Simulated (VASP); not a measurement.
Computed with r2SCAN+rVV10, VASP's PBE PAW potentials (set 64) (plane waves; VASP).

Input for VASP

**INCAR**
```
LWAVE=.FALSE.
LREAL=.FALSE.
LMIXTAU=.TRUE.
ENCUT=520   # plane-wave cut-off (eV)
EDIFF=1E-7
PREC=Accurate
EDIFFG=-0.01   # ionic stop
LASPH=.TRUE.   # aspherical one-centre terms
METAGGA=R2SCAN
NELM=100   # most electronic steps
IBRION=2   # conjugate gradients
LMAXMIX=4
NSW=30   # most ionic steps
SIGMA=0.05
BPARAM=11.95
LUSE_VDW=.TRUE.
ISMEAR=0   # Gaussian
ALGO=Normal   # blocked Davidson
SYSTEM=Mg3Sb2
ISIF=4
LCHARG=.FALSE.
CPARAM=0.0093
```

KPOINTS:
```
Automatic
0
G
  6 6 3
0 0 0
```

### POSCAR
```
Mg3Sb2
1
    2.3015275499    -3.9863628116     0.0000000000
    2.3015275499     3.9863628116     0.0000000000
    0.0000000000     0.0000000000     7.2919654854
Mg Sb
3 2
Direct
  0.0000000000   0.0000000000   1.0000000000
  0.3333330000   0.6666670000   0.6335677298
  0.6666670000   0.3333330000   0.3664322702
  0.3333330000   0.6666670000   0.2276640168
  0.6666670000   0.3333330000   0.7723359832
```

POTCAR, in this order: Mg Sb (PBE.64 set). Program: vasp_std.

Unless said otherwise, spin-orbit coupling is left out, though it shifts the bands of the heavy elements here.

Problem. What does the run give for the energy per atom (σ→0), band gap (on the k-mesh)?

Solution. 
```yaml
energy per atom (σ→0): -13.102 eV/atom
band gap (on the k-mesh): 0.57 eV
```

**OSZICAR**
```
...
DAV:   3    -0.655101482351E+02    0.27257E-05   -0.20777E-05   460   0.345E-02    0.292E-03
DAV:   4    -0.655101493646E+02   -0.11295E-05   -0.29648E-06   480   0.136E-02    0.135E-03
DAV:   5    -0.655101487918E+02    0.57280E-06   -0.51382E-07   484   0.697E-03    0.648E-04
DAV:   6    -0.655101495315E+02   -0.73961E-06   -0.51840E-07   432   0.830E-03    0.407E-04
DAV:   7    -0.655101492260E+02    0.30547E-06   -0.82938E-08   212   0.373E-03    0.913E-05
DAV:   8    -0.655101493584E+02   -0.13241E-06   -0.11387E-08   204   0.113E-03    0.458E-05
DAV:   9    -0.655101492672E+02    0.91226E-07   -0.28726E-09   204   0.603E-04
   4 F= -.65510149E+02 E0= -.65510149E+02  d E =-.119702E-02
```

The compound is Mg3Sb2 in the a-la2o3 structure. This cell is one point of a volume scan, at 1.03 of the reference volume. Symmetry was kept, so distortions that lower it aren't found.
